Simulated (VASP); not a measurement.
All values below come from modified Becke-Johnson potential (mBJ), VASP's PBE PAW potentials (set 64) (plane waves; VASP).

The input files of a VASP run:

### INCAR
```
! general
SYSTEM =ZnO
PREC   =Accurate
ENCUT  =520
LREAL  =.False.
LASPH  =.True.

! electronic loop
EDIFF  =1E-6
NELM   =200
ALGO   =Normal
LMAXMIX=4
LMIXTAU=.True.

! smearing
ISMEAR =0
SIGMA  =0.05

! functional
METAGGA=MBJ

! ions
ISIF   =0

! output
LWAVE  =.False.
LCHARG =.False.
```

KPOINTS:
```
Automatic mesh
0
Gamma
8 8 4
0 0 0
```

File POSCAR:
```
ZnO
1
    1.6430867183    -2.8459101297     0.0000000000
    1.6430867183     2.8459101297     0.0000000000
    0.0000000000     0.0000000000     5.3069657218
Zn O
2 2
Direct
  0.6666670000   0.3333330000   0.5014449356
  0.3333330000   0.6666670000   0.0014449356
  0.6666670000   0.3333330000   0.8805550644
  0.3333330000   0.6666670000   0.3805550644
```

**KPOINTS_OPT**
```
k-points along high-symmetry lines
5
Line-mode
Reciprocal
  0.000000   0.000000   0.000000 ! GAMMA
 -0.000000   0.500000   0.000000 ! M

 -0.000000   0.500000   0.000000 ! M
 -0.333333   0.666667   0.000000 ! K

 -0.333333   0.666667   0.000000 ! K
  0.000000   0.000000   0.000000 ! GAMMA

  0.000000   0.000000   0.000000 ! GAMMA
  0.000000   0.000000   0.500000 ! A

  0.000000   0.000000   0.500000 ! A
 -0.000000   0.500000   0.500000 ! L

 -0.000000   0.500000   0.500000 ! L
 -0.333333   0.666667   0.500000 ! H

 -0.333333   0.666667   0.500000 ! H
  0.000000   0.000000   0.500000 ! A

 -0.000000   0.500000   0.500000 ! L
 -0.000000   0.500000   0.000000 ! M

 -0.333333   0.666667   0.500000 ! H
 -0.333333   0.666667   0.000000 ! K
```

POTCAR, in this order: Zn O (PBE.64 set). Program: vasp_std. Read from the step before: WAVECAR.

The run wrote:

File OSZICAR:
```
       N       E                     dE             d eps       ncg     rms          rms(c)
DAV:   1     0.208310411124E+03    0.20831E+03   -0.37331E+00  1764   0.333E+01    0.319E+00
DAV:   2     0.207453162424E+03   -0.85725E+00   -0.48650E+00  1520   0.279E+01    0.412E+00
DAV:   3     0.205505767416E+03   -0.19474E+01   -0.16891E+00  1416   0.130E+01    0.694E+00
DAV:   4     0.208597537386E+03    0.30918E+01   -0.25924E-01  1332   0.145E+01    0.378E+00
DAV:   5     0.209378059055E+03    0.78052E+00   -0.64246E-01  1756   0.818E+00    0.289E+00
DAV:   6     0.211736417594E+03    0.23584E+01   -0.41242E-01  1470   0.882E+00    0.237E-01
DAV:   7     0.211132628821E+03   -0.60379E+00   -0.29375E-01  1326   0.602E+00    0.144E+00
DAV:   8     0.211353370838E+03    0.22074E+00   -0.73337E-03  1560   0.111E+00    0.113E+00
DAV:   9     0.211864676283E+03    0.51131E+00   -0.21991E-02  1368   0.157E+00    0.540E-01
DAV:  10     0.211991484117E+03    0.12681E+00   -0.45362E-03  1532   0.979E-01    0.429E-01
DAV:  11     0.212339800951E+03    0.34832E+00   -0.26621E-03  1500   0.103E+00    0.821E-02
DAV:  12     0.212332585730E+03   -0.72152E-02   -0.12916E-03  1326   0.390E-01    0.117E-01
DAV:  13     0.212283974897E+03   -0.48611E-01   -0.23249E-04  1578   0.238E-01    0.183E-01
DAV:  14     0.212287868793E+03    0.38939E-02   -0.30447E-05  1344   0.588E-02    0.172E-01
DAV:  15     0.212332847992E+03    0.44979E-01   -0.41866E-04  1320   0.209E-01    0.100E-01
DAV:  16     0.212382907007E+03    0.50059E-01   -0.37689E-04  1564   0.312E-01    0.280E-02
DAV:  17     0.212401272791E+03    0.18366E-01   -0.28189E-05  1800   0.762E-02    0.125E-02
DAV:  18     0.212403406367E+03    0.21336E-02   -0.10371E-05  1474   0.317E-02    0.115E-02
DAV:  19     0.212408082276E+03    0.46759E-02   -0.17889E-06   860   0.221E-02    0.549E-03
DAV:  20     0.212416005611E+03    0.79233E-02   -0.53029E-06  1458   0.246E-02    0.886E-03
DAV:  21     0.212414774289E+03   -0.12313E-02   -0.13237E-06   916   0.136E-02    0.648E-03
DAV:  22     0.212415293674E+03    0.51939E-03   -0.57739E-07   894   0.743E-03    0.888E-03
DAV:  23     0.212412370133E+03   -0.29235E-02   -0.45446E-07   678   0.135E-02    0.548E-03
DAV:  24     0.212409613296E+03   -0.27568E-02   -0.22154E-07   678   0.963E-03    0.276E-03
DAV:  25     0.212407668005E+03   -0.19453E-02   -0.40894E-07   678   0.770E-03    0.731E-04
DAV:  26     0.212407441675E+03   -0.22633E-03   -0.20590E-07   678   0.573E-03    0.140E-03
DAV:  27     0.212406511221E+03   -0.93045E-03   -0.95927E-08   678   0.646E-03    0.380E-04
DAV:  28     0.212406536669E+03    0.25448E-04   -0.37468E-08   678   0.276E-03    0.178E-04
DAV:  29     0.212406446086E+03   -0.90583E-04   -0.73179E-09   678   0.101E-03    0.137E-04
DAV:  30     0.212406350584E+03   -0.95502E-04   -0.17931E-09   678   0.452E-04    0.110E-04
DAV:  31     0.212406333892E+03   -0.16692E-04   -0.53784E-10   678   0.265E-04    0.126E-04
DAV:  32     0.212406250805E+03   -0.83087E-04   -0.31449E-10   666   0.256E-04    0.481E-05
DAV:  33     0.212406198389E+03   -0.52416E-04   -0.87955E-11   678   0.980E-05    0.439E-05
DAV:  34     0.212406209332E+03    0.10943E-04   -0.69090E-11   672   0.107E-04    0.368E-05
DAV:  35     0.212406207893E+03   -0.14388E-05   -0.70370E-12   678   0.294E-05    0.348E-05
DAV:  36     0.212406208871E+03    0.97795E-06   -0.74492E-12   672   0.114E-04
   1 F= 0.21240621E+03 E0= 0.21240621E+03  d E =-.527740E-20
       N       E                     dE             ncg
       N       E                     dE             ncg
```

**OUTCAR**
```
------------------------ aborting loop because EDIFF is reached ----------------------------------------
  volume of cell :       49.63
      direct lattice vectors                 reciprocal lattice vectors
     1.643086718 -2.845910130  0.000000000     0.304305302 -0.175690720  0.000000000
     1.643086718  2.845910130  0.000000000     0.304305302  0.175690720  0.000000000
     0.000000000  0.000000000  5.306965722     0.000000000  0.000000000  0.188431592
  FREE ENERGIE OF THE ION-ELECTRON SYSTEM (eV)
  ---------------------------------------------------
  free  energy   TOTEN  =       212.4062088710 eV

  energy  without entropy=      212.4062088710  energy(sigma->0) =      212.40620887

     CMBJ =    1.0000

     CMBJA=   -0.0120

     CMBJB=    1.0230

     CMBJE=    0.5000

    CMBJ =    1.4068
```
(Selected blocks of OUTCAR.)

OUTCAR:
```
 val. band max:        2.2770893622   @ k =   0.0000   0.0000   0.0000

 cond. band min:       4.8077896599   @ k =   0.0000   0.0000   0.0000


 Fermi energy:         2.5863968085

 k-point     1 :       0.0000    0.0000    0.0000
  band No.  band energies     occupation
      1     -16.7482      2.00000
      2     -16.2700      2.00000
      3      -2.7726      2.00000
      4      -2.7724      2.00000
      5      -2.7212      2.00000
      6      -2.5751      2.00000
      7      -2.5749      2.00000
      8      -2.5300      2.00000
      9      -1.3582      2.00000
     10      -1.3581      2.00000
     11      -1.2060      2.00000
     12      -1.2058      2.00000
     13      -1.1129      2.00000
     14       1.6099      2.00000
     15       1.6100      2.00000
     16       2.1930      2.00000
     17       2.2771      2.00000
     18       2.2771      2.00000
     19       4.8078      0.00000
     20       9.3816      0.00000
     21      12.0146      0.00000
     22      16.9615      0.00000

 k-point     2 :       0.1250   -0.0000    0.0000
  band No.  band energies     occupation
      1     -16.6906      2.00000
      2     -16.2447      2.00000
      3      -2.8255      2.00000
      4      -2.7278      2.00000
      5      -2.6781      2.00000
      6      -2.5934      2.00000
      7      -2.5132      2.00000
      8      -2.3971      2.00000
      9      -1.3890      2.00000
     10      -1.3625      2.00000
     11      -1.1980      2.00000
     12      -1.1708      2.00000
     13      -1.1152      2.00000
     14       1.1993      2.00000
     15       1.4402      2.00000
     16       1.7733      2.00000
     17       2.1069      2.00000
     18       2.1832      2.00000
     19       5.5313      0.00000
     20       9.9435      0.00000
     21      12.0064      0.00000
     22      15.5535      0.00000

 k-point     3 :       0.2500   -0.0000    0.0000
  band No.  band energies     occupation
      1     -16.5429      2.00000
...
```

mBJ is a potential without an energy functional, so only the levels count.

The compound is ZnO in the wurtzite structure. It was relaxed first. The cell's shape comes from a PBE relaxation.
